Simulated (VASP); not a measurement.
Here is the system:

```
BP
1.0
    0.00000     2.26055     2.26055
    2.26055     0.00000     2.26055
    2.26055     2.26055     0.00000
B P
1 1
Direct
  0.00000   0.00000   0.00000
  0.25000   0.25000   0.25000
```

Calculation: PBEsol GGA, VASP's PBE PAW potentials (set 64) (plane waves; VASP 6.6.1). Settings: 520 eV cut-off, 18×18×18 Γ-centred mesh, Gaussian smearing of 0.010 eV, potentials B P.

Task: Give the direction-averaged independent-particle dielectric function (no local fields, no excitons; a broadening of 0.1 eV leaves a tail below the gap, and fine structure carries the noise of the k-mesh).

Result: 
```tsv
ħω (eV)	ε₁	ε₂
0.00	9.74	0.00
0.30	9.76	0.02
0.60	9.83	0.03
0.90	9.95	0.05
1.20	10.13	0.07
1.50	10.37	0.09
1.80	10.69	0.12
2.10	11.11	0.16
2.40	11.66	0.21
2.70	12.41	0.29
3.00	13.48	0.46
3.30	15.23	1.06
3.60	16.30	3.94
3.90	16.96	4.61
4.20	16.59	6.49
4.50	17.96	7.92
4.80	18.91	9.69
5.10	20.46	13.27
5.40	23.99	21.50
5.70	13.83	33.66
6.00	3.07	28.89
6.30	-17.03	25.84
6.60	-10.21	14.77
6.90	-7.58	11.13
7.20	-4.96	10.01
7.50	-5.98	11.20
7.80	-6.93	10.34
8.10	-6.68	7.62
8.40	-6.44	5.65
8.70	-5.66	4.49
9.00	-3.97	4.24
9.30	-4.22	4.86
```
ε₂ peaks at 5.8 eV (height 34.9), 6.2 eV (height 36.3); ε₁(0) averages 9.74, so the electronic refractive index below the gap tends to √9.74 = 3.12.

The compound is BP in the zinc blende structure. It was relaxed first.
